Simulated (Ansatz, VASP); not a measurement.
# Sr3PRh: VASP beside Ansatz

```
Sr P Rh
1.0
     5.54066    0.00000    0.00000
     0.00000    5.54066    0.00000
     0.00000    0.00000    5.54066
Sr P Rh
3 1 1
Direct
  0.50000 0.00000 0.00000
  0.00000 0.50000 0.00000
  0.00000 0.00000 0.50000
  0.50000 0.50000 0.50000
  0.00000 0.00000 0.00000
```

Alike in both runs: task relaxation of cell and atoms; functional PBE; k mesh 8 × 8 × 8; occupations gaussian, width 0.1 eV; no spin polarisation.

```csv
,VASP,Ansatz
version,VASP 6.6.1,Ansatz 0.2.0
potentials or method,"VASP PAW PBE potentials, release 64 (Sr_sv, P, Rh_pv)","scalar-relativistic, plane waves, PAW"
plane-wave cutoff (eV),600,420
valence electrons in the cell,50,52
```

```csv
,VASP,Ansatz,Ansatz less VASP
"gap on the k mesh at the Fermi level, each at its own relaxed structure (eV)",none,none,-
relaxed volume (Å³/atom),34.52,34.23,-0.291
relaxed cell length with the largest relative difference (Å),5.568,5.552,-0.0157
```

A gap of «none» marks a metal or a gap that the smearing closes. The two sets of potentials don't hold the same shells in valence.
